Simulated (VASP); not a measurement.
An input for Ansatz (written as the equivalent of a VASP run, and not itself run):

Ansatz 0.2 input:
```yaml
crystal:
  lattice:
    - [2.0813280, 1.2016552, 6.8085377]
    - [-2.0813280, 1.2016552, 6.8085377]
    - [0.0000000, -2.4033105, 6.8085377]
  atoms:
    - { symbol: In, position: [0.6245547, 0.6245547, 0.6245547] }
    - { symbol: Ga, position: [0.1249037, 0.1249037, 0.1249037] }
    - { symbol: As, position: [0.0051859, 0.0051859, 0.0051859] }
    - { symbol: As, position: [0.4953398, 0.4953398, 0.4953398] }
kpoints:
  mp_grid: { grid: [6, 6, 6] }
hamiltonian:
  xc: r2scan
  pseudopotentials: { kind: paw }
scf:
  occupations: { method: gaussian, width: 0.05 }
  max_iter: 100
relax:
  max_steps: 60
  f_tol: 0.02
  cell: {}
output: { forces: true, stress: true, eigenvalues: true }
```

Task: Write the VASP files for the same calculation (r2SCAN).

Result: One answer among several that fit: 
**KPOINTS**
```
Automatic mesh
0
Gamma
6 6 6
0 0 0
```

### POSCAR
```
InGaAs2
1
    2.0813280479     1.2016552426     6.8085376561
   -2.0813280479     1.2016552426     6.8085376561
    0.0000000000    -2.4033104851     6.8085376561
In Ga As
1 1 2
Direct
  0.6245546607   0.6245546607   0.6245546607
  0.1249036699   0.1249036699   0.1249036699
  0.0051858596   0.0051858596   0.0051858596
  0.4953398099   0.4953398099   0.4953398099
```

**INCAR**
```
# general
SYSTEM =InGaAs2
PREC   =Accurate
ENCUT  =400
LREAL  =.False.
LASPH  =.True.

# electronic loop
EDIFF  =1E-6
NELM   =100
ALGO   =Normal
LMAXMIX=4
LMIXTAU=.True.

# smearing
ISMEAR =0
SIGMA  =0.05

# functional
METAGGA=R2SCAN

# ions
IBRION =2
NSW    =60
ISIF   =3
EDIFFG =-0.02

# output
LWAVE  =.False.
LCHARG =.False.
```

POTCAR, in this order: In_d Ga_d As (PBE.64 set). Program: vasp_std.

Limits of the translation: each code has its own PAW files, so the cut-off isn't converted (ENCUT is set for VASP's; basis.ecutwfc is left out, and Ansatz then takes the one that its files recommend); Ansatz stops its SCF on the density residual and VASP on the energy change (EDIFF).

The structure comes from a computed database's InGaAs2 entry (R3m); how it stands against other phases isn't given here. It was relaxed first. The start is the result of an earlier pass.
